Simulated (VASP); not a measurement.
Method: PBE GGA with D3 dispersion (Becke-Johnson damping), VASP's PBE PAW potentials (set 64) (plane waves; VASP).

VASP ran on this input.

**INCAR**
```
! general
SYSTEM   =  HfC
PREC     =  Accurate
ENCUT    =  520
LREAL    =  .False.
LASPH    =  .True.   ! aspherical one-centre terms

! electronic loop
EDIFF    =  1E-6
NELM     =  100
ALGO     =  Normal   ! blocked Davidson
LMAXMIX  =  6   ! l cut-off of mixed one-centre charges

! smearing
ISMEAR   =  1   ! Methfessel-Paxton
SIGMA    =  0.1

! functional
GGA      =  PE   ! PBE
IVDW     =  12   ! D3, Becke-Johnson

! ions
IBRION   =  2
NSW      =  60   ! most ionic steps
ISIF     =  3
EDIFFG   =  -0.01   ! ionic stop

! output
LWAVE    =  .False.
LCHARG   =  .False.
```

KPOINTS:
```
Automatic mesh
0
Gamma
12 12 12
0 0 0
```

File POSCAR:
```
HfC
1.0
  0.0000000000   2.3200000000   2.3200000000
  2.3200000000   0.0000000000   2.3200000000
  2.3200000000   2.3200000000   0.0000000000
Hf C
1 1
Direct
  0.0000000000   0.0000000000   0.0000000000
  0.5000000000   0.5000000000   0.5000000000
```

POTCAR, in this order: Hf_pv C (PBE.64 set). Program: vasp_std.

The resulting files:

**OSZICAR**
```
       N       E                     dE             d eps       ncg     rms          rms(c)
DAV:   1     0.235421460998E+02    0.23542E+02   -0.77388E+03  1584   0.121E+03
DAV:   2    -0.225082606702E+02   -0.46050E+02   -0.43206E+02  2157   0.209E+02
DAV:   3    -0.242047728706E+02   -0.16965E+01   -0.16833E+01  2029   0.310E+01
DAV:   4    -0.242186578701E+02   -0.13885E-01   -0.13814E-01  1906   0.309E+00
DAV:   5    -0.242188281844E+02   -0.17031E-03   -0.17025E-03  2134   0.285E-01    0.578E+01
DAV:   6    -0.211215511662E+02    0.30973E+01   -0.20285E+01  1781   0.232E+01    0.412E+01
DAV:   7    -0.210580855872E+02    0.63466E-01   -0.64938E-01  1854   0.617E+00    0.248E+01
DAV:   8    -0.210519869458E+02    0.60986E-02   -0.57846E-02  1773   0.238E+00    0.581E+00
DAV:   9    -0.210457060532E+02    0.62809E-02   -0.30665E-02  1788   0.104E+00    0.184E+00
DAV:  10    -0.210454965249E+02    0.20953E-03   -0.87094E-04  1888   0.256E-01    0.409E-01
DAV:  11    -0.210454828071E+02    0.13718E-04   -0.22037E-04  1799   0.104E-01    0.557E-02
DAV:  12    -0.210454806724E+02    0.21347E-05   -0.71208E-06  1843   0.245E-02    0.678E-02
DAV:  13    -0.210454798709E+02    0.80154E-06   -0.49495E-07   906   0.737E-03
   1 F= -.21766543E+02 E0= -.21766485E+02  d E =-.217665E+02
       N       E                     dE             d eps       ncg     rms          rms(c)
DAV:   1    -0.210736582493E+02   -0.28178E-01   -0.20657E+00  1584   0.141E+01    0.451E+00
DAV:   2    -0.210228509297E+02    0.50807E-01   -0.64367E-02  1602   0.261E+00    0.242E+00
DAV:   3    -0.210035067187E+02    0.19344E-01   -0.59006E-02  1626   0.224E+00    0.152E+00
DAV:   4    -0.210036619165E+02   -0.15520E-03   -0.89691E-04  1928   0.316E-01    0.188E+00
DAV:   5    -0.210034782478E+02    0.18367E-03   -0.35197E-04  1867   0.156E-01    0.174E-01
DAV:   6    -0.210034542133E+02    0.24035E-04   -0.63462E-05  1796   0.524E-02    0.597E-02
DAV:   7    -0.210034562406E+02   -0.20274E-05   -0.22640E-06  1323   0.142E-02    0.665E-02
DAV:   8    -0.210034530015E+02    0.32391E-05   -0.22281E-05  1766   0.310E-02    0.182E-02
DAV:   9    -0.210034534079E+02   -0.40639E-06   -0.85658E-07   819   0.946E-03
   2 F= -.21757006E+02 E0= -.21756970E+02  d E =0.953669E-02
       N       E                     dE             d eps       ncg     rms          rms(c)
DAV:   1    -0.210666826842E+02   -0.63230E-01   -0.83427E-01  1584   0.896E+00    0.290E+00
DAV:   2    -0.210462545551E+02    0.20428E-01   -0.27065E-02  1596   0.169E+00    0.156E+00
DAV:   3    -0.210384006043E+02    0.78540E-02   -0.24236E-02  1628   0.141E+00    0.962E-01
DAV:   4    -0.210384582800E+02   -0.57676E-04   -0.35458E-04  1936   0.199E-01    0.117E+00
DAV:   5    -0.210383713658E+02    0.86914E-04   -0.13828E-04  1903   0.988E-02    0.164E-01
DAV:   6    -0.210383542265E+02    0.17139E-04   -0.31333E-05  1849   0.360E-02    0.442E-02
DAV:   7    -0.210383545419E+02   -0.31539E-06   -0.72279E-07   885   0.880E-03
   3 F= -.21770997E+02 E0= -.21770949E+02  d E =-.445395E-02
```

OUTCAR:
```
------------------------ aborting loop because EDIFF is reached ----------------------------------------
 Edisp (eV)   -0.73264
  FORCE on cell =-STRESS in cart. coord.  units (eV):
  Direction    XX          YY          ZZ          XY          YZ          ZX
  --------------------------------------------------------------------------------------
  Total      -0.00650    -0.00650    -0.00650     0.00000    -0.00000     0.00000
  in kB      -0.42333    -0.42333    -0.42333     0.00000    -0.00000     0.00000
  external pressure =       -0.42 kB  Pullay stress =        0.00 kB
  volume of cell :       24.60
      direct lattice vectors                 reciprocal lattice vectors
     0.000000000  2.308278421  2.308278421    -0.216611651  0.216611651  0.216611651
     2.308278421 -0.000000000  2.308278421     0.216611651 -0.216611651  0.216611651
     2.308278421  2.308278421  0.000000000     0.216611651  0.216611651 -0.216611651
 POSITION                                       TOTAL-FORCE (eV/Angst)
 -----------------------------------------------------------------------------------
      0.00000     -0.00000      0.00000         0.000000     -0.000000      0.000000
      2.30828      2.30828      2.30828        -0.000000      0.000000     -0.000000
 -----------------------------------------------------------------------------------
    total drift:                                0.000000     -0.000000     -0.000000
  FREE ENERGIE OF THE ION-ELECTRON SYSTEM (eV)
  ---------------------------------------------------
  free  energy   TOTEN  =       -21.7709967100 eV

  energy  without entropy=      -21.7708525004  energy(sigma->0) =      -21.77094864

 reached required accuracy - stopping structural energy minimisation
```
(Selected blocks of OUTCAR.)

### CONTCAR
```
HfC
   1.00000000000000
     0.0000000000000000    2.3082784209982461    2.3082784209982461
     2.3082784209982461   -0.0000000000000000    2.3082784209982461
     2.3082784209982461    2.3082784209982461    0.0000000000000000
  Hf              C
     1     1
Direct
     0.0000000000000000    0.0000000000000000    0.0000000000000000
     0.5000000000000000    0.5000000000000000    0.5000000000000000
```

OUTCAR:
```
 val. band max:        6.0457390633   @ k =   0.5000   0.5000   0.0000

 cond. band min:       6.1920279837   @ k =   0.4167   0.3333   0.0000


 Fermi energy:         6.1653342777

 k-point     1 :       0.0000    0.0000    0.0000
  band No.  band energies     occupation
      1     -23.3438      2.00000
      2     -23.3438      2.00000
      3     -23.3438      2.00000
      4      -6.2986      2.00000
      5       7.1314     -0.00000
      6       7.1314     -0.00000
      7       7.1314     -0.00000
      8       7.5194     -0.00000
      9       7.5194     -0.00000
     10       7.5194     -0.00000
     11       9.5802      0.00000

 k-point     2 :       0.0833    0.0000    0.0000
  band No.  band energies     occupation
      1     -23.3965      2.00000
      2     -23.3488      2.00000
      3     -23.3488      2.00000
      4      -6.1183      2.00000
      5       6.0289      2.06595
      6       6.3433     -0.03046
      7       6.3433     -0.03046
      8       7.8470     -0.00000
      9       7.8470     -0.00000
     10       8.1927      0.00000
     11      10.4123      0.00000

 k-point     3 :       0.1667    0.0000    0.0000
  band No.  band energies     occupation
      1     -23.5376      2.00000
      2     -23.3624      2.00000
      3     -23.3624      2.00000
      4      -5.6038      2.00000
      5       4.5458      2.00000
      6       5.2580      2.00000
      7       5.2580      2.00000
      8       8.4014      0.00000
      9       8.4014      0.00000
     10       8.6871      0.00000
     11      12.0267      0.00000

 k-point     4 :       0.2500    0.0000    0.0000
  band No.  band energies     occupation
      1     -23.7239      2.00000
      2     -23.3808      2.00000
      3     -23.3808      2.00000
      4      -4.8270      2.00000
      5       3.0506      2.00000
      6       4.3252      2.00000
      7       4.3252      2.00000
      8       9.1672      0.00000
      9       9.2189      0.00000
...
```

Unless said otherwise, spin-orbit coupling is left out, though it shifts the bands of the heavy elements here.

The compound is HfC in the rock salt structure. This run relaxes it. Symmetry was kept, so distortions that lower it aren't found.
